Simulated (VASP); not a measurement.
The system is Bi6Te7Se2.

```xyz
15
Lattice="6.4953 -3.7500 0.0000 0.0000 -7.5001 0.0000 2.1651 -1.2500 -10.0363" Properties=species:S:1:pos:R:3 pbc="T T T"
Bi    2.1651   -6.2501   -8.0290
Bi    6.4953   -6.2501   -8.0290
Bi    4.3302   -2.5000   -8.0290
Bi    2.1651   -6.2501   -2.0073
Bi    6.4953   -6.2501   -2.0073
Bi    4.3302   -2.5000   -2.0073
Se    4.3302   -7.5001    0.0000
Se    6.4953   -8.7501   -3.7285
Te    2.1651   -3.7500    0.0000
Te    0.0000    0.0000    0.0000
Te    4.3302   -5.0001   -3.7285
Te    2.1651   -1.2500   -3.7285
Te    4.3302   -7.5001   -6.3078
Te    2.1651   -3.7500   -6.3078
Te    6.4953   -3.7500   -6.3078
```

The cell was built by a generator and needn't be a form met in nature.

- Program: VASP 6.6.1
- Task: relaxation of cell and atoms
- Functional: PBE
- Potentials or basis: VASP PAW PBE potentials, release 64 (Bi_d, Se, Te)
- Cutoff: 600 eV
- k mesh: 4 × 4 × 4
- Occupations: gaussian, width 0.03 eV
- Spin: no spin polarisation

At the start: pressure 2.1 GPa; volume 32.59 Å³/atom.

How do energy, volume and symmetry change on relaxing?

Over 31 steps the energy falls by 28.9 meV/atom and the volume is 35.51 Å³/atom (+8.9 %); space group Cm (No. 8, to 0.05 Å).

Step by step:
| step | energy change (eV) | largest force (eV/Å) | pressure (GPa) | volume (Å³) |
| --- | --- | --- | --- | --- |
| 1 | 0.0000 | 0.8606 | 2.06 | 488.92 |
| 2 | -0.1559 | 0.9438 | -1.08 | 519.19 |
| 3 | -0.1755 | 0.9218 | -0.35 | 511.28 |
| 4 | -0.2488 | 0.6918 | -0.24 | 511.51 |
| 5 | -0.3167 | 0.2285 | 0.05 | 511.99 |
| 6 | -0.3355 | 0.1746 | -0.04 | 513.19 |
| 7 | -0.3560 | 0.2097 | -0.24 | 516.26 |
| 8 | -0.3676 | 0.1797 | -0.02 | 514.71 |
| 9 | -0.3735 | 0.1622 | 0.26 | 512.83 |
| 10 | -0.3849 | 0.1405 | 0.17 | 514.85 |
| 11 | -0.4006 | 0.1109 | -0.02 | 519.32 |
| 12 | -0.3966 | 0.2077 | -0.31 | 528.31 |
| 13 | -0.4045 | 0.1240 | -0.14 | 523.00 |
| 14 | -0.4109 | 0.1127 | 0.09 | 522.30 |
| 15 | -0.4112 | 0.1199 | 0.15 | 522.15 |
| 16 | -0.4186 | 0.1064 | 0.08 | 524.17 |
| 17 | -0.4241 | 0.1052 | 0.00 | 527.21 |
| 18 | -0.4244 | 0.1058 | -0.03 | 528.16 |
| 19 | -0.4282 | 0.0672 | 0.01 | 528.79 |
| 20 | -0.4301 | 0.0442 | 0.05 | 529.46 |
| 21 | -0.4301 | 0.0476 | 0.07 | 529.62 |
| 22 | -0.4312 | 0.0585 | -0.08 | 532.12 |
| 23 | -0.4313 | 0.0556 | -0.07 | 531.79 |
| 24 | -0.4325 | 0.0269 | 0.01 | 531.90 |
| 25 | -0.4325 | 0.0306 | 0.02 | 531.92 |
| 26 | -0.4327 | 0.0134 | -0.01 | 532.44 |
| 27 | -0.4327 | 0.0149 | -0.01 | 532.48 |
| 28 | -0.4329 | 0.0189 | 0.00 | 532.48 |
| 29 | -0.4329 | 0.0196 | 0.00 | 532.48 |
| 30 | -0.4331 | 0.0105 | 0.01 | 532.55 |
| 31 | -0.4331 | 0.0075 | 0.02 | 532.61 |

Final structure:
```
CELL_PARAMETERS angstrom
6.58004 -3.79899 0.00865
-0.00058 -7.59898 0.00433
2.18392 -1.26089 -10.64849
ATOMIC_POSITIONS crystal
Bi 0.05519 0.66667 0.81382
Bi 0.72873 0.34046 0.81294
Bi 0.40253 0.99287 0.81294
Bi 0.27051 0.66667 0.19049
Bi 0.93004 0.34601 0.18991
Bi 0.60938 0.98732 0.18991
Se 0.66279 0.66667 0.00197
Se 0.89729 0.66667 0.32973
Te 0.33674 0.32909 0.00219
Te 0.99916 0.00425 0.00219
Te 0.54908 0.32697 0.35341
Te 0.20938 0.00637 0.35341
Te 0.44260 0.66667 0.64878
Te 0.12204 0.32916 0.64916
Te 0.78454 0.00417 0.64916
```

Caveat: this functional lacks dispersion, which binds the layers, so the pressure and a relaxed spacing across them are unreliable.
